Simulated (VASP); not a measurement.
# HfN with PBE + D3(BJ): from relaxation to properties

Aim: relax HfN, then compute properties on the relaxed cell. The steps: full relaxation (PBE + D3(BJ)), second relaxation, single point with fields (PBE + D3(BJ)), band structure (PBE + D3(BJ)), density of states (PBE + D3(BJ)), zone-centre phonons (PBE + D3(BJ)), field gradients at the nuclei (PBE + D3(BJ)) and ionic relaxation at fixed cell (PBE + D3(BJ)), changed input. The start is a cell from a database of measured crystal structures.

Method: PBE with D3(BJ); plane waves and PAW (Hf_pv, N), in VASP 6.6.1.

Most raw output is cut from this account.

### Step 1. The starting structure

Before any relaxation, the start is as follows. It takes space group Fm-3m (No. 225, cubic). The conventional cell has a = 4.550 Å, b = 4.550 Å, c = 4.550 Å, α = 90.00°, β = 90.00°, γ = 90.00°. Nearest to Hf lie 6 N at 2.27 Å. N has 6 Hf at 2.27 Å nearest. Farther neighbours and most contacts between anions are not listed.

Coordinates:

```cif
data_structure
_symmetry_space_group_name_H-M 'Fm-3m'
_symmetry_Int_Tables_number 225
_cell_length_a 4.5500
_cell_length_b 4.5500
_cell_length_c 4.5500
_cell_angle_alpha 90.000
_cell_angle_beta 90.000
_cell_angle_gamma 90.000
_cell_volume 94.20
loop_
_atom_site_label
_atom_site_type_symbol
_atom_site_symmetry_multiplicity
_atom_site_Wyckoff_symbol
_atom_site_fract_x
_atom_site_fract_y
_atom_site_fract_z
_atom_site_occupancy
Hf1 Hf 4 a 0.00000 0.00000 0.00000 1
N1 N 4 b 0.50000 0.00000 0.00000 1
```

### Step 2. Full relaxation (PBE + D3(BJ))

Properties are meant for the cell that this level of theory prefers, so cell and atoms are relaxed first (ISIF = 3) until forces and stress are small; EDIFFG sets the threshold. PBE, the usual starting point, adds the gradient of the density. A dispersion term adds the long-range attraction that semilocal functionals lack. D3 with Becke-Johnson damping keeps a finite attraction at short range.

File INCAR:

```
SYSTEM = HfN
PREC = Accurate
ENCUT = 520
EDIFF = 1E-06
NELM = 100
ISMEAR = 0
SIGMA = 0.05
LREAL = .FALSE.
ALGO = Normal
GGA = PE
IVDW = 12
NBANDS = 13
LASPH = .TRUE.
LORBIT = 11
LWAVE = .FALSE.
LCHARG = .FALSE.
KPAR = 2
IBRION = 2
NSW = 60
ISIF = 3
EDIFFG = -0.01
```

File POSCAR:

```
HfN
1.0
    0.0000000000      2.2750000000      2.2750000000
    2.2750000000      0.0000000000      2.2750000000
    2.2750000000      2.2750000000      0.0000000000
Hf N
1 1
Direct
    0.0000000000      0.0000000000      0.0000000000
    0.5000000000      0.5000000000      0.5000000000
```

File KPOINTS:

```
Automatic mesh
0
Gamma
7 7 7
0 0 0
```

The projector-augmented-wave data sets are Hf_pv and N (PBE family, release 64).

Run with:

```console
mpirun -np 2 vasp_std
```

The job ended after 12 s (2 MPI ranks of Intel Xeon Platinum 8259CL at 2.50GHz (Skylake/Cascade Lake), shared host; peak memory 0.3 GiB).

This run has no spin polarisation. Its electron count is odd, so without a moment it is a metal by construction. The k-mesh is coarse for a metal. Harder data sets than Hf_pv exist (the GW ones), and pressures, volumes and forces can shift noticeably with them. The run keeps the 48 symmetry operations of its start, so it cannot find a distortion of lower symmetry.

The steps of the relaxation:

```
step  energy less that of the first step (eV)  largest force (eV/Å)  pressure (GPa)  volume (Å³)
   1                                   0.0000                0.0000           -7.86        23.55
   2                                   0.0465                0.0000           17.53        21.63
   3                                  -0.0173                0.0000           -0.14        22.87
   4                                  -0.0174                0.0000            0.03        22.86
```

```
conventional cell, symmetrised  before  after  change
                         a (Å)   4.550  4.505  -1.0 %
                         b (Å)   4.550  4.505  -1.0 %
                         c (Å)   4.550  4.505  -1.0 %
              volume (Å³/atom)   11.77  11.43  -2.9 %
```

Final coordinates:

```xyz
2
Lattice="0.0000 2.2525 2.2525 2.2525 0.0000 2.2525 2.2525 2.2525 0.0000" Properties=species:S:1:pos:R:3 pbc="T T T"
Hf    0.0000    0.0000    0.0000
N     2.2525    2.2525    2.2525
```

This step gave:

```
electrons                       : 15
bands                           : 13
irreducible k-points            : 20
symmetry operations             : 48
free energy (TOTEN)             : -22.51 eV
energy at zero smearing         : -22.51 eV
Fermi energy                    : 8.742 eV
pressure                        : 0.03032 GPa
metallic                        : yes
SCF cycles over all ionic steps : 32
```

It ends with forces that vanish by symmetry and a pressure of 0.03 GPa. The volume lies -2.9 % from that of the database's start, which holds the thermal and zero-point expansion of its experiment.

### Step 3. Second relaxation

The basis stayed that of the start cell while the cell moved. A rerun from the cell reached resets it; the error of the finite cutoff stays.

INCAR is that of step 2.

File POSCAR:

```
HfN
1.0
    0.0000000000      2.2525383117      2.2525383117
    2.2525383117      0.0000000000      2.2525383117
    2.2525383117      2.2525383117      0.0000000000
Hf N
1 1
Direct
    0.0000000000      0.0000000000      0.0000000000
    0.5000000000      0.5000000000      0.5000000000
```

KPOINTS is that of step 2.

Run with:

```console
mpirun -np 2 vasp_std
```

It took 4.8 s on 2 MPI ranks; peak memory 0.28 GiB; 7.5 s of CPU time.

Little changed from the start: no atom moved by 0.005 Å and no cell edge by 0.1 %.

Numbers from this step:

| Quantity | Value |
| --- | --- |
| pressure | 0.01909 GPa |
| SCF cycles over all ionic steps | 13 |

It ends with forces that vanish by symmetry and a pressure of 0.02 GPa. The volume moved by under 0.01 %: the run met its threshold at the first step.

### Step 4. Single point with fields (PBE + D3(BJ))

A single point on the relaxed cell gives a clean self-consistent state, with density, ELF and potential written out.

Edit INCAR of step 3 so:

```diff
@@ -15,7 +15,5 @@
 LWAVE = .FALSE.
-LCHARG = .FALSE.
-KPAR = 2
-IBRION = 2
-NSW = 60
-ISIF = 3
-EDIFFG = -0.01
+LCHARG = .TRUE.
+ISIF = 2
+LELF = .TRUE.
+LVHAR = .TRUE.
```

POSCAR is that of step 3.

KPOINTS is that of step 3.

Run with:

```console
mpirun -np 2 vasp_std
```

Wall time 6.2 s (2 MPI ranks); peak memory 0.25 GiB.

This step gave:

- SCF cycles: 13
- bands: 14
- pressure: 0.02374 GPa

Valence electrons inside each PAW sphere by angular momentum. Sphere charges, by row:

```
atom  s (e)  p (e)  d (e)  tot (e)
 Hf1  0.294  6.582   1.78    8.655
  N2  1.235  2.516      0    3.751
```

Electrostatic potential energy in the ac plane of the conventional cell at fractional y = 0.000, with atoms of Hf and N within 0.2 Å of it. With pseudopotentials it is smooth inside the atoms' cores, unlike the true potential.

Values in eV, 14 rows by 14 columns, each cell a mean:
```
-26 -23 -17 -11  -5 -22 -49 -47 -41  -8  -7 -14 -20 -25
-21 -19 -15  -8  -3  -6 -22 -28 -12  -3  -5 -12 -17 -20
-15 -13  -9  -4  -2  -3  -5  -6  -4  -3  -3  -7 -12 -14
 -8  -6  -4  -3  -4  -8 -11 -11 -10  -6  -3  -3  -5  -7
-11  -5  -3  -4  -9 -15 -17 -18 -16 -12  -6  -3  -3  -8
-46 -28  -5  -6 -13 -19 -23 -24 -21 -16 -10  -4 -12 -41
-39 -46 -11  -8 -15 -21 -26 -27 -24 -18 -11  -6 -28 -47
-47 -41  -8  -7 -14 -20 -25 -26 -23 -17 -11  -5 -22 -49
-28 -12  -3  -5 -12 -17 -20 -21 -19 -15  -8  -3  -6 -22
 -6  -4  -3  -3  -7 -12 -14 -15 -13  -9  -4  -2  -3  -5
-11 -10  -6  -3  -3  -5  -7  -8  -6  -4  -3  -4  -8 -11
-18 -16 -12  -6  -3  -3  -8 -11  -5  -3  -4  -9 -15 -17
-24 -21 -16 -10  -4 -12 -41 -46 -28  -5  -6 -13 -19 -23
-27 -24 -18 -11  -6 -28 -47 -39 -46 -11  -8 -15 -21 -26
```
Columns run along a (4.5 Å; values clipped at the 3rd and 97th percentile), rows up along c (4.5 Å), edges of the conventional cell, whose origin can differ from the input's. Atoms in or near the plane, at fractional coordinates: Hf at (0.00, 0.00), Hf at (0.50, 0.50), N at (0.50, 0.00), N at (0.00, 0.50).

Valence density in the ac plane of the conventional cell at fractional y = 0.000, with atoms of Hf and N within 0.2 Å of it. It is the smooth field of the valence electrons, not physical close to the nuclei.

Values in e/Å³, 14 rows by 14 columns, each cell a mean:
```
3.4 2.8 1.3 0.5 0.6 1.6 3.1 3.5 2.4 1.0 0.5 0.8 2.1 3.3
2.4 1.7 0.7 0.3 0.4 0.9 1.6 1.8 1.2 0.6 0.3 0.4 1.2 2.1
0.8 0.6 0.3 0.2 0.3 0.4 0.6 0.7 0.5 0.3 0.2 0.2 0.4 0.8
0.5 0.4 0.3 0.2 0.2 0.3 0.5 0.5 0.4 0.3 0.2 0.2 0.3 0.5
1.1 0.8 0.4 0.3 0.3 0.7 1.3 1.5 1.1 0.5 0.3 0.3 0.6 1.0
2.8 1.8 0.8 0.4 0.6 1.7 2.8 3.1 2.4 1.1 0.4 0.5 1.2 2.4
3.7 2.8 1.1 0.5 0.8 2.4 3.4 3.6 3.1 1.5 0.5 0.7 1.8 3.5
3.5 2.4 1.0 0.5 0.8 2.1 3.3 3.4 2.8 1.3 0.5 0.6 1.6 3.1
1.8 1.2 0.6 0.3 0.4 1.2 2.1 2.4 1.7 0.7 0.3 0.4 0.9 1.6
0.7 0.5 0.3 0.2 0.2 0.4 0.8 0.8 0.6 0.3 0.2 0.3 0.4 0.6
0.5 0.4 0.3 0.2 0.2 0.3 0.5 0.5 0.4 0.3 0.2 0.2 0.3 0.5
1.5 1.1 0.5 0.3 0.3 0.6 1.0 1.1 0.8 0.4 0.3 0.3 0.7 1.3
3.1 2.4 1.1 0.4 0.5 1.2 2.4 2.8 1.8 0.8 0.4 0.6 1.7 2.8
3.6 3.1 1.5 0.5 0.7 1.8 3.5 3.7 2.8 1.1 0.5 0.8 2.4 3.4
```
Columns run along a (4.5 Å), rows up along c (4.5 Å), edges of the conventional cell, whose origin can differ from the input's. Atoms in or near the plane, at fractional coordinates: Hf at (0.00, 0.00), Hf at (0.50, 0.50), N at (0.50, 0.00), N at (0.00, 0.50).

ELF in the ac plane of the conventional cell at fractional y = 0.000, with atoms of Hf and N within 0.2 Å of it. It is the smooth field of the valence electrons, not physical close to the nuclei.

Ten even steps from '0' (0.02) to '9' (0.79), each cell a mean:
```
03426975993341
45315999983254
32113566642123
33321122211233
98631344421489
89832532442699
38933400242695
59933410342697
99832544531599
66421233211356
22112333332112
44214899863134
24426998983253
02426953893340
```
Columns run along a (4.5 Å), rows up along c (4.5 Å), edges of the conventional cell, whose origin can differ from the input's. Atoms in or near the plane, at fractional coordinates: Hf at (0.00, 0.00), Hf at (0.50, 0.50), N at (0.50, 0.00), N at (0.00, 0.50).

In this run the pressure is 0.02 GPa, small enough to go on.

### Step 5. Band structure (PBE + D3(BJ))

The mesh alone shows little of the dispersion and can miss band extrema, so KPOINTS_OPT adds a path through the symmetry points after the self-consistent cycle.

File INCAR:

```
SYSTEM = HfN
PREC = Accurate
ENCUT = 520
EDIFF = 1E-06
NELM = 100
ISMEAR = 0
SIGMA = 0.05
LREAL = .FALSE.
ALGO = Normal
GGA = PE
IVDW = 12
NBANDS = 19
LASPH = .TRUE.
LORBIT = 11
LWAVE = .FALSE.
LCHARG = .FALSE.
KPAR = 2
```

POSCAR is that of step 4.

KPOINTS is that of step 4.

File KPOINTS_OPT:

```
Line mode
16
Line-mode
Reciprocal
  0.00000000   0.00000000   0.00000000 GAMMA
  0.50000000   0.00000000   0.50000000 X

  0.50000000   0.00000000   0.50000000 X
  0.50000000   0.25000000   0.75000000 W

  0.50000000   0.25000000   0.75000000 W
  0.37500000   0.37500000   0.75000000 K

  0.37500000   0.37500000   0.75000000 K
  0.00000000   0.00000000   0.00000000 GAMMA

  0.00000000   0.00000000   0.00000000 GAMMA
  0.50000000   0.50000000   0.50000000 L

  0.50000000   0.50000000   0.50000000 L
  0.62500000   0.25000000   0.62500000 U

  0.62500000   0.25000000   0.62500000 U
  0.50000000   0.25000000   0.75000000 W

  0.50000000   0.25000000   0.75000000 W
  0.50000000   0.50000000   0.50000000 L

  0.50000000   0.50000000   0.50000000 L
  0.37500000   0.37500000   0.75000000 K

  0.62500000   0.25000000   0.62500000 U
  0.50000000   0.00000000   0.50000000 X
```

Run with:

```console
mpirun -np 2 vasp_std
```

It took 14 s on 2 MPI ranks; peak memory 0.29 GiB; 22 s of CPU time.

Spin-orbit coupling is off here; with elements this heavy it splits and shifts levels by tenths of an eV or more.

Numbers from this step:

```
SCF cycles : 12
bands      : 19
pressure   : 0.04389 GPa
```

The electronic bands at the labelled points (eV, zero at the Fermi level; # counts the bands kept):

```
          point     #1     #2     #3     #4     #5     #6    #7    #8
              Γ  -3.33  -3.33  -3.33  -0.63  -0.63  -0.63  1.60  1.72
0.47 of the way  -7.00  -4.14  -4.14  -2.57   2.57   2.67  2.67  2.82
              X  -5.70  -4.12  -3.99  -3.99   3.87   5.32  5.32  5.41
0.47 of the way  -5.76  -5.24  -5.23  -2.11   3.92   4.67  5.33  6.12
              W  -6.49  -5.77  -5.77   0.85   0.85   5.34  5.35  5.97
0.47 of the way  -6.56  -5.81  -5.55  -0.42   2.29   5.07  5.50  6.18
              K  -6.66  -5.82  -5.27  -1.14   3.63   4.23  5.83  6.45
0.47 of the way  -7.60  -6.01  -5.27   0.80   1.09   3.04  3.45  6.38
              Γ  -3.33  -3.33  -3.33  -0.63  -0.63  -0.63  1.60  1.72
0.53 of the way  -7.03  -5.49  -5.49   0.43   1.28   1.28  4.65  5.43
              L  -9.22  -6.51  -6.51   3.04   3.47   3.47  4.19  8.66
0.47 of the way  -8.42  -6.19  -6.16   1.33   2.84   3.53  6.15  8.12
              U  -6.66  -5.82  -5.27  -1.14   3.63   4.23  5.83  6.45
0.53 of the way  -6.56  -5.81  -5.55  -0.42   2.29   5.07  5.50  6.18
              W  -6.49  -5.77  -5.77   0.85   0.85   5.34  5.35  5.97
0.47 of the way  -7.92  -6.04  -5.97   1.29   1.69   4.24  6.11  7.44
              L  -9.22  -6.51  -6.51   3.04   3.47   3.47  4.19  8.66
0.47 of the way  -8.42  -6.19  -6.16   1.33   2.84   3.53  6.15  8.12
              K  -6.66  -5.82  -5.27  -1.14   3.63   4.23  5.83  6.45
      jump to U  -6.66  -5.82  -5.27  -1.14   3.63   4.23  5.83  6.45
0.47 of the way  -5.75  -5.40  -4.48  -2.72   4.67   4.76  4.99  5.83
              X  -5.70  -4.12  -3.99  -3.99   3.87   5.32  5.32  5.41
```

Of the projections kept (Hf, N), the largest for each band there; the rest of the weight can lie on other orbitals:

```
point       #1       #2       #3       #4       #5       #6       #7       #8
    Γ   N 0.92   N 0.92   N 0.92  Hf 1.00  Hf 1.00  Hf 1.00   N 0.51  Hf 1.00
    X   N 0.51  Hf 1.00   N 0.75   N 0.75  Hf 1.00  Hf 1.00  Hf 1.00  Hf 0.75
    W   N 0.61  Hf 0.53  Hf 0.53  Hf 0.70  Hf 0.70  Hf 1.00  Hf 0.84  Hf 0.98
    K  Hf 0.52  Hf 0.51   N 0.63  Hf 0.76  Hf 0.74  Hf 1.00  Hf 0.85  Hf 0.85
    Γ   N 0.92   N 0.92   N 0.91  Hf 1.00  Hf 1.00  Hf 1.00   N 0.51  Hf 1.00
    L  Hf 0.57   N 0.55   N 0.55  Hf 0.65  Hf 0.93  Hf 0.93  Hf 0.89  Hf 0.70
```

There is no gap at this level.

### Step 6. Density of states (PBE + D3(BJ))

Here the states are counted by energy and projected on the atoms. The mesh is finer than in the run before.

Edit INCAR of step 5 so:

```diff
@@ -5,3 +5,3 @@
 NELM = 100
-ISMEAR = 0
+ISMEAR = -5
 SIGMA = 0.05
@@ -17 +17,2 @@
 KPAR = 2
+NEDOS = 2001
```

POSCAR is that of step 5.

File KPOINTS:

```
Automatic mesh
0
Gamma
11 11 11
0 0 0
```

Run with:

```console
mpirun -np 2 vasp_std
```

Run time: 10 s. Hardware: 2 MPI ranks; peak memory 0.3 GiB.

With tetrahedra the forces and stress of a metal are not exact derivatives of the energy.

Numbers from this step:

* SCF cycles: 13
* irreducible k-points: 56
* free energy (TOTEN): -22.53 eV
* Fermi energy: 8.512 eV
* pressure: -0.2165 GPa
* DOS at the Fermi level: 0.6432 states/eV/cell

(Part 1 of 2 ends here.)

[Lines on the potential files, build, host, timing and source positions are cut from VASP's logs without a mark.]

[Logs are printed without paths, hosts, clocks, repeated set-up lines and the standing remarks that a program may print on its own settings, such as how far it seeks lower states.]

[Hosts, paths, dates, database ids (printed as entryN), source tags and the programs' standing remarks are cut or masked in the printed files.]

[A measured line is paired with the nearest computed mode of its activity, which favours agreement.]
